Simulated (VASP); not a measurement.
Input:

```
Lu
1.0
    1.72017    -3.00374     0.00000
    1.72017     3.00374     0.00000
    0.00000     0.00000     5.42286
Lu
2
Direct
  0.33333   0.66667   0.25000
  0.69280   0.35946   0.75000
```

Computed with optB88-vdW, VASP's PBE PAW potentials (set 64) (plane waves; VASP). Settings: 400 eV cut-off, 11×11×6 Γ-centred mesh, first-order Methfessel-Paxton smearing of 0.10 eV, potentials Lu_3.

Question: Which forces act on the atoms, in eV/Å?

Answer: 
| atom | Fx | Fy | Fz |
|---|---|---|---|
| Lu1 | 0.149 | -0.011 | 0.000 |
| Lu2 | -0.149 | 0.011 | 0.000 |

Question: Give the stress tensor in GPa (positive for a compressed cell).

Answer: 
```
 1.27  -0.32   0.00
-0.32   0.69   0.00
 0.00   0.00   0.18
```
The pressure is its mean diagonal, 0.71 GPa.

The compound is Lu in the hcp structure. The cell was not relaxed at this level, atoms are displaced from their ideal sites. The run is one of a series of settings (AGGAC = 0.0, GGA = BO, LUSE_VDW = .TRUE., PARAM1 = 0.1833333333, PARAM2 = 0.22 against the base run), some of them coarse on purpose.
